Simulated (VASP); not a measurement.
A 71-atom supercell of GaN (wurtzite) holds Ge on the Ga site with a neighbouring N vacancy in charge state -2. It is relaxed twice, with the total moment held at 0 and at 2 μB. The numbers are results of PBE GGA, VASP's PBE PAW potentials (set 64) (plane waves; VASP 6.6.1), not measurements. Run with PREC = Normal, LREAL = Auto, ISYM = 0, NELECT = 286.0, EDIFF = 1E-5, 400 eV cut-off, 1×1×1 Γ-centred mesh, Gaussian smearing of 0.050 eV, potentials Ga N Ge.

The cell is charged, with a uniform compensating background. The supercell is sampled at Γ alone, which is coarse: total energies, pressure and levels can be off, energies of defects by several tenths of an eV.

### Question
Which spin state lies lower, and by how much?

### Answer
The state with 0 μB lies lower, by 0.46 eV.

The cell is a supercell with a defect, built from GaN (wurtzite).
